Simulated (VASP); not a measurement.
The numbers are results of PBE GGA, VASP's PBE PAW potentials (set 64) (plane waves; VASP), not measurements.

A VASP calculation is set up with these files.

### QPOINTS
```
k-points along high-symmetry lines
8
Line-mode
Cartesian
  0.000000   0.000000   0.000000 ! GAMMA
  0.110270  -0.063665   0.000000 ! M

  0.110270  -0.063665   0.000000 ! M
  0.147027   0.000000   0.000000 ! K

  0.147027   0.000000   0.000000 ! K
  0.000000   0.000000   0.000000 ! GAMMA

  0.000000   0.000000   0.000000 ! GAMMA
  0.000000   0.000000   0.083941 ! A

  0.000000   0.000000   0.083941 ! A
  0.110270  -0.063665   0.083941 ! L

  0.110270  -0.063665   0.083941 ! L
  0.147027   0.000000   0.083941 ! H

  0.147027   0.000000   0.083941 ! H
  0.000000   0.000000   0.083941 ! A

  0.110270  -0.063665   0.083941 ! L
  0.110270  -0.063665   0.000000 ! M

  0.147027   0.000000   0.083941 ! H
  0.147027   0.000000   0.000000 ! K
```

File POSCAR:
```
Te
1
    4.5343186548    -7.8536696566     0.0000000000
    4.5343186548     7.8536696566     0.0000000000
    0.0000000000     0.0000000000    11.9131965530
Te
24
Direct
  0.0000000000   0.1332824637   0.3333335000
  0.0000000000   0.1332824637   0.8333335000
  0.0000000000   0.6332824637   0.3333335000
  0.0000000000   0.6332824637   0.8333335000
  0.5000000000   0.1332824637   0.3333335000
  0.5000000000   0.1332824637   0.8333335000
  0.5000000000   0.6332824637   0.3333335000
  0.5000000000   0.6332824637   0.8333335000
  0.3667175363   0.3667175363   0.0000000000
  0.3667175363   0.3667175363   0.5000000000
  0.3667175363   0.8667175363   0.0000000000
  0.3667175363   0.8667175363   0.5000000000
  0.8667175363   0.3667175363   0.0000000000
  0.8667175363   0.3667175363   0.5000000000
  0.8667175363   0.8667175363   0.0000000000
  0.8667175363   0.8667175363   0.5000000000
  0.1332824637   0.0000000000   0.1666665000
  0.1332824637   0.0000000000   0.6666665000
  0.1332824637   0.5000000000   0.1666665000
  0.1332824637   0.5000000000   0.6666665000
  0.6332824637   0.0000000000   0.1666665000
  0.6332824637   0.0000000000   0.6666665000
  0.6332824637   0.5000000000   0.1666665000
  0.6332824637   0.5000000000   0.6666665000
```

**INCAR**
```
PREC = Accurate
LMAXMIX = 4   # l cut-off of mixed one-centre charges
POTIM = 0.015
SIGMA = 0.05
NSW = 1   # most ionic steps
LREAL = .FALSE.
LWAVE = .FALSE.
GGA = PE   # PBE
LCHARG = .FALSE.
IBRION = 6   # finite differences
ENCUT = 400   # plane-wave cut-off (eV)
ALGO = Normal
SYSTEM = Te
EDIFF = 1E-7   # SCF stop (eV)
ISMEAR = 0   # Gaussian
LPHON_DISPERSION = .TRUE.
NELM = 100   # most electronic steps
NFREE = 2
ISIF = 2   # forces and stress, cell fixed
LASPH = .TRUE.
```

KPOINTS:
```
Automatic mesh
0
Gamma
2 2 2
0 0 0
```

POTCAR, in this order: Te (PBE.64 set). Program: vasp_std.

Output

File OUTCAR:
```
 ion  position               nearest neighbor table
   1  0.000  0.133  0.333-  16 2.89  17 2.89  14 3.53  10 3.53  19 3.53  21 3.53
   2  0.000  0.133  0.833-  15 2.89  18 2.89  13 3.53   9 3.53  20 3.53  22 3.53
   3  0.000  0.633  0.333-  14 2.89  19 2.89  16 3.53  12 3.53  17 3.53  23 3.53
   4  0.000  0.633  0.833-  13 2.89  20 2.89  15 3.53  11 3.53  18 3.53  24 3.53
   5  0.500  0.133  0.333-  12 2.89  21 2.89  10 3.53  14 3.53  17 3.53  23 3.53
   6  0.500  0.133  0.833-  11 2.89  22 2.89   9 3.53  13 3.53  18 3.53  24 3.53
   7  0.500  0.633  0.333-  10 2.89  23 2.89  12 3.53  16 3.53  21 3.53  19 3.53
   8  0.500  0.633  0.833-   9 2.89  24 2.89  11 3.53  15 3.53  22 3.53  20 3.53
   9  0.367  0.367  0.000-   8 2.89  23 2.89  19 3.53   6 3.53   2 3.53  17 3.53
  10  0.367  0.367  0.500-   7 2.89  24 2.89  20 3.53   5 3.53   1 3.53  18 3.53
  11  0.367  0.867  0.000-   6 2.89  21 2.89  17 3.53   8 3.53  19 3.53   4 3.53
  12  0.367  0.867  0.500-   5 2.89  22 2.89  18 3.53   7 3.53  20 3.53   3 3.53
  13  0.867  0.367  0.000-   4 2.89  19 2.89   2 3.53  23 3.53  21 3.53   6 3.53
  14  0.867  0.367  0.500-   3 2.89  20 2.89   1 3.53  24 3.53  22 3.53   5 3.53
  15  0.867  0.867  0.000-   2 2.89  17 2.89   4 3.53  21 3.53   8 3.53  23 3.53
  16  0.867  0.867  0.500-   1 2.89  18 2.89   3 3.53  22 3.53   7 3.53  24 3.53
  17  0.133  0.000  0.167-  15 2.89   1 2.89  11 3.53   9 3.53   5 3.53   3 3.53
  18  0.133  0.000  0.667-  16 2.89   2 2.89  12 3.53  10 3.53   6 3.53   4 3.53
  19  0.133  0.500  0.167-  13 2.89   3 2.89   9 3.53  11 3.53   7 3.53   1 3.53
  20  0.133  0.500  0.667-  14 2.89   4 2.89  10 3.53  12 3.53   8 3.53   2 3.53
  21  0.633  0.000  0.167-  11 2.89   5 2.89  15 3.53  13 3.53   7 3.53   1 3.53
  22  0.633  0.000  0.667-  12 2.89   6 2.89  16 3.53  14 3.53   8 3.53   2 3.53
  23  0.633  0.500  0.167-   9 2.89   7 2.89  13 3.53  15 3.53   3 3.53   5 3.53
  24  0.633  0.500  0.667-  10 2.89   8 2.89  14 3.53  16 3.53   4 3.53   6 3.53
  LATTYP: Found a hexagonal cell.
 ALAT       =     9.0686367629
 C/A-ratio  =     1.3136700548
 Subroutine PRICEL returns following result:
  LATTYP: Found a hexagonal cell.
 ALAT       =     4.5343183815
 C/A-ratio  =     1.3136700548
 Subroutine GETGRP returns: Found  6 space group operations
The static configuration has the point symmetry C_2 .
 The point group associated with its full space group is D_3 .
The dynamic configuration has the point symmetry C_2 .
 Subroutine INISYM returns: Found  6 space group operations
 Subroutine IBZKPT returns following result:
 Found      4 irreducible k-points:

 Following reciprocal coordinates:
            Coordinates               Weight
  0.000000  0.000000  0.000000      1.000000
  0.500000  0.000000  0.000000      3.000000
  0.000000  0.000000  0.500000      1.000000
  0.500000  0.000000  0.500000      3.000000
 Subroutine IBZKPT_HF returns following result:
   k-points           NKPTS =      4   k-points in BZ     NKDIM =      4   number of bands    NBANDS=     86
   number of dos      NEDOS =    301   number of ions     NIONS =     24
   total plane-waves  NPLWV = 288000
   dimension x,y,z NGX =    60 NGY =   60 NGZ =   80
   dimension x,y,z NGXF=   120 NGYF=  120 NGZF=  160
   ions per type =              24
   PREC   = accura    normal or accurate (medium, high low for compatibility)
   ISTART =      0    job   : 0-new  1-cont  2-samecut
   ICHARG =      2    charge: 1-file 2-atom 10-const
   ISPIN  =      1    spin polarized calculation?
   LNONCOLLINEAR =      F non collinear calculations
   LSORBIT =      F    spin-orbit coupling
   INIWAV =      1    electr: 0-lowe 1-rand  2-diag
   ENCUT  =  400.0 eV  29.40 Ry    5.42 a.u.  14.79 14.79 19.43*2*pi/ulx,y,z
   NELM   =    100;   NELMIN=  2; NELMDL= -5     # of ELM steps
   EDIFF  = 0.1E-06   stopping-criterion for ELM
   LREAL  =      F    real-space projection
   NLSPLINE    = F    spline interpolate recip. space projectors
   LMAXMIX     =    4 max onsite mixed and CHGCAR
   VOSKOWN=      0    Vosko Wilk Nusair interpolation
   EDIFFG = 0.1E-05   stopping-criterion for IOM
   NSW    =    325    number of steps for IOM
   NBLOCK =      1;   KBLOCK =    325    inner block; outer block
   IBRION =      6    ionic relax: 0-MD 1-quasi-New 2-CG
   NFREE  =      2    steps in history (QN), initial steepest desc. (CG)
   ISIF   =      2    stress and relaxation
   ISYM   =      2    0-nonsym 1-usesym 2-fastsym
   TEIN   =    0.0    initial temperature
...
```

OSZICAR:
```
       N       E                     dE             d eps       ncg     rms          rms(c)
DAV:   1     0.677133687291E+03    0.67713E+03   -0.45260E+04   688   0.110E+03
DAV:   2    -0.375871869327E+01   -0.68089E+03   -0.65594E+03   832   0.183E+02
DAV:   3    -0.724551731651E+02   -0.68696E+02   -0.66775E+02   800   0.599E+01
DAV:   4    -0.754689772874E+02   -0.30138E+01   -0.29772E+01   920   0.128E+01
DAV:   5    -0.755857968811E+02   -0.11682E+00   -0.11635E+00   936   0.266E+00    0.322E+01
DAV:   6    -0.754521735189E+02    0.13362E+00   -0.21542E-01   826   0.126E+00    0.206E+01
DAV:   7    -0.754341430088E+02    0.18031E-01   -0.39402E-01   792   0.178E+00    0.120E+00
DAV:   8    -0.754273683119E+02    0.67747E-02   -0.72380E-02   786   0.698E-01    0.508E-01
DAV:   9    -0.754279292016E+02   -0.56089E-03   -0.33795E-03   904   0.148E-01    0.307E-01
DAV:  10    -0.754281688709E+02   -0.23967E-03   -0.60410E-04   786   0.732E-02    0.512E-02
DAV:  11    -0.754281643142E+02    0.45566E-05   -0.68667E-05   896   0.210E-02    0.293E-02
DAV:  12    -0.754281661662E+02   -0.18519E-05   -0.75015E-06   826   0.658E-03    0.284E-02
DAV:  13    -0.754281707429E+02   -0.45767E-05   -0.72488E-06   808   0.725E-03    0.317E-02
DAV:  14    -0.754281694461E+02    0.12968E-05   -0.26330E-06   786   0.436E-03    0.127E-02
DAV:  15    -0.754281691327E+02    0.31340E-06   -0.50047E-07   776   0.159E-03    0.226E-03
DAV:  16    -0.754281689647E+02    0.16804E-06   -0.16699E-07   490   0.114E-03    0.322E-03
DAV:  17    -0.754281690600E+02   -0.95371E-07   -0.16247E-08   470   0.352E-04
   1 F= -.75428169E+02 E0= -.75428169E+02  d E =-.273784E-14
 Found     2 degrees of freedom:
       N       E                     dE             d eps       ncg     rms          rms(c)
DAV:   1    -0.754274778207E+02    0.69114E-03   -0.10658E-01  1412   0.761E-01    0.142E-01
DAV:   2    -0.754278407150E+02   -0.36289E-03   -0.44002E-03  1600   0.148E-01    0.473E-02
DAV:   3    -0.754278518954E+02   -0.11180E-04   -0.16858E-04  1790   0.297E-02    0.381E-02
DAV:   4    -0.754278511033E+02    0.79206E-06   -0.78420E-06  1736   0.730E-03    0.217E-02
DAV:   5    -0.754278504068E+02    0.69655E-06   -0.25267E-06  1592   0.437E-03    0.437E-03
DAV:   6    -0.754278503290E+02    0.77755E-07   -0.32304E-07  1464   0.142E-03
   2 F= -.75427850E+02 E0= -.75427850E+02  d E =-.225242E-14
       N       E                     dE             d eps       ncg     rms          rms(c)
DAV:   1    -0.754265406601E+02    0.13097E-02   -0.32014E-01  1376   0.126E+00    0.266E-01
DAV:   2    -0.754277662571E+02   -0.12256E-02   -0.14788E-02  1616   0.266E-01    0.900E-02
DAV:   3    -0.754278061362E+02   -0.39879E-04   -0.54829E-04  1774   0.538E-02    0.666E-02
DAV:   4    -0.754278075714E+02   -0.14352E-05   -0.29444E-05  1744   0.140E-02    0.354E-02
DAV:   5    -0.754278096687E+02   -0.20973E-05   -0.66064E-06  1602   0.723E-03    0.784E-03
DAV:   6    -0.754278102415E+02   -0.57279E-06   -0.99036E-07  1736   0.248E-03    0.407E-03
DAV:   7    -0.754278103058E+02   -0.64348E-07   -0.83069E-08  1016   0.908E-04
   3 F= -.75427810E+02 E0= -.75427810E+02  d E =-.201773E-14
       N       E                     dE             d eps       ncg     rms          rms(c)
DAV:   1    -0.754268028710E+02    0.10074E-02   -0.21348E-01  1376   0.105E+00    0.176E-01
DAV:   2    -0.754276449920E+02   -0.84212E-03   -0.99575E-03  1608   0.224E-01    0.674E-02
DAV:   3    -0.754276729323E+02   -0.27940E-04   -0.38500E-04  1820   0.453E-02    0.575E-02
DAV:   4    -0.754276725643E+02    0.36805E-06   -0.17680E-05  1680   0.109E-02    0.349E-02
DAV:   5    -0.754276720811E+02    0.48316E-06   -0.46281E-06  1624   0.597E-03    0.699E-03
DAV:   6    -0.754276720453E+02    0.35761E-07   -0.82937E-07  1656   0.232E-03
   4 F= -.75427672E+02 E0= -.75427672E+02  d E =-.214902E-14
       N       E                     dE             d eps       ncg     rms          rms(c)
DAV:   1    -0.754263343310E+02    0.13378E-02   -0.30391E-01  1376   0.126E+00    0.330E-01
DAV:   2    -0.754276410300E+02   -0.13067E-02   -0.15631E-02  1656   0.276E-01    0.109E-01
DAV:   3    -0.754276697776E+02   -0.28748E-04   -0.58523E-04  1712   0.628E-02    0.833E-02
DAV:   4    -0.754276709926E+02   -0.12150E-05   -0.48716E-05  1720   0.172E-02    0.534E-02
DAV:   5    -0.754276711687E+02   -0.17608E-06   -0.73835E-06  1712   0.811E-03    0.133E-02
DAV:   6    -0.754276714198E+02   -0.25110E-06   -0.17192E-06  1616   0.364E-03    0.414E-03
DAV:   7    -0.754276714176E+02    0.21537E-08   -0.12578E-07  1016   0.106E-03
   5 F= -.75427671E+02 E0= -.75427671E+02  d E =-.277785E-14
```

### OUTCAR
```
------------------------ aborting loop because EDIFF is reached ----------------------------------------
  FORCE on cell =-STRESS in cart. coord.  units (eV):
  Direction    XX          YY          ZZ          XY          YZ          ZX
  --------------------------------------------------------------------------------------
  Total       -0.4481668     -0.3794319     -0.7073503     -0.0193411      0.0814365      0.0462624
  in kB       -0.8462668     -0.7164756     -1.3356792     -0.0365215      0.1537754      0.0873567
  external PRESSURE =      -0.9661405 kB  Pullay stress =       0.0000000 kB
  volume of cell :      848.48
      direct lattice vectors                 reciprocal lattice vectors
     4.534318655 -7.853669657  0.000000000     0.110270150 -0.063664506  0.000000000
     4.534318655  7.853669657  0.000000000     0.110270150  0.063664506  0.000000000
     0.000000000  0.000000000 11.913196553     0.000000000  0.000000000  0.083940527
 POSITION                                       TOTAL-FORCE (eV/Angst)
 -----------------------------------------------------------------------------------
      0.60435      1.04676      3.95607        -0.007588      0.008988      0.068038
      0.60435      1.04676      9.92767         0.001572      0.002516      0.000667
      2.87150      4.97359      3.97107        -0.001768      0.004495      0.006220
      2.87150      4.97359      9.92767         0.001151      0.002803     -0.002496
      2.87150     -2.88008      3.97107         0.003213      0.002272      0.002950
      2.87150     -2.88008      9.92767         0.001860      0.002920     -0.001659
      5.13866      1.04676      3.97107         0.002620      0.001228      0.002959
      5.13866      1.04676      9.92767         0.001374      0.002136     -0.001674
      3.32563      0.00000      0.00000        -0.001715     -0.000123     -0.000346
      3.32563      0.00000      5.95660        -0.003479      0.000620     -0.003856
      5.59279      3.92683      0.00000        -0.004655     -0.000233     -0.000000
      5.59279      3.92683      5.95660        -0.003232      0.000153     -0.000544
      5.59279     -3.92683      0.00000        -0.004410      0.000630     -0.000356
      5.59279     -3.92683      5.95660        -0.002249     -0.002901     -0.003841
      7.85995      0.00000      0.00000        -0.007221      0.000823     -0.006231
      7.85995      0.00000      5.95660         0.012609      0.006534     -0.021618
      0.60435     -1.04676      1.98553         0.003664     -0.020523     -0.022610
      0.60435     -1.04676      7.94213        -0.001356      0.000590     -0.006151
      2.87150      2.88008      1.98553         0.004454     -0.001698     -0.004056
      2.87150      2.88008      7.94213         0.000259     -0.001664     -0.000389
      2.87150     -4.97359      1.98553         0.000629     -0.002380     -0.004044
      2.87150     -4.97359      7.94213         0.002236     -0.003644     -0.000410
      5.13866     -1.04676      1.98553         0.001237     -0.002449     -0.000587
      5.13866     -1.04676      7.94213         0.000796     -0.001094      0.000037
 -----------------------------------------------------------------------------------
    total drift:                                0.000046     -0.000029     -0.000103
  FREE ENERGIE OF THE ION-ELECTRON SYSTEM (eV)
  ---------------------------------------------------
  free  energy   TOTEN  =       -75.4276714176 eV

  energy  without entropy=      -75.4276714176  energy(sigma->0) =      -75.42767142
```
(Selected blocks of OUTCAR.)

The cell is a supercell, built from Te (trig).
